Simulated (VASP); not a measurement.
A VASP calculation is set up with these files.

KPOINTS:
```
kpoints
0
G
6 6 6
```

**INCAR**
```
# general
SYSTEM  = Li2Se
PREC    = Accurate
ENCUT   = 600   # plane-wave cut-off (eV)
LREAL   = .False.
LASPH   = .True.

# electronic loop
EDIFF   = 1E-7   # SCF stop (eV)
NELM    = 100   # most electronic steps
ALGO    = Normal
LMAXMIX = 4   # l cut-off of mixed one-centre charges

# smearing
ISMEAR  = 0   # Gaussian
SIGMA   = 0.05

# functional
GGA     = PE

# ions
IBRION  = 2   # conjugate gradients
NSW     = 40   # most ionic steps
ISIF    = 3
EDIFFG  = -0.01   # ionic stop
PSTRESS = 300   # kbar

# output
LWAVE   = .False.
LCHARG  = .False.
```

**POSCAR**
```
Li2Se
1
   -0.0000000000     2.6242463963     2.6242463963
    2.6242463963    -0.0000000000     2.6242463963
    2.6242463963     2.6242463963     0.0000000000
Li Se
2 1
Direct
  0.2500000000   0.2500000000   0.2500000000
  0.7500000000   0.7500000000   0.7500000000
  0.0000000000   0.0000000000   0.0000000000
```

POTCAR, in this order: Li_sv Se (PBE.64 set). Program: vasp_std.

Task: Translate this PBE calculation to Quantum ESPRESSO's pw.x.

Result: One equivalent input (not run):
```
&CONTROL
  calculation = 'vc-relax'
  pseudo_dir = './pseudo'
  outdir = './out'
  tprnfor = .true.
  tstress = .true.
  nstep = 40
  forc_conv_thr = 0.00039
/
&SYSTEM
  ibrav = 0
  nat = 3
  ntyp = 2
  ecutwfc = 86
  occupations = 'smearing'
  smearing = 'gaussian'
  degauss = 0.003675
  input_dft = 'pbe'
/
&ELECTRONS
  conv_thr = 7.3e-09
  electron_maxstep = 100
/
&IONS
/
&CELL
  press = 300
/
ATOMIC_SPECIES
  Li 6.940 Li.upf
  Se 78.971 Se.upf
CELL_PARAMETERS angstrom
    -0.0000000    2.6242464    2.6242464
     2.6242464   -0.0000000    2.6242464
     2.6242464    2.6242464    0.0000000
ATOMIC_POSITIONS crystal
  Li   0.2500000  0.2500000  0.2500000
  Li   0.7500000  0.7500000  0.7500000
  Se   0.0000000  0.0000000  0.0000000
K_POINTS automatic
  6 6 6 0 0 0
```
What does not carry over: the potentials are each code's own (VASP's PAW set, PseudoDojo norm-conserving files in pw.x), so ENCUT and ecutwfc are chosen apart and not converted; conv_thr bounds pw.x's estimated SCF error, while EDIFF bounds the energy change between steps; forc_conv_thr acts on force components and is met together with etot_conv_thr.

The compound is Li2Se in the antifluorite structure. It was relaxed first under an external pressure of 30 GPa.
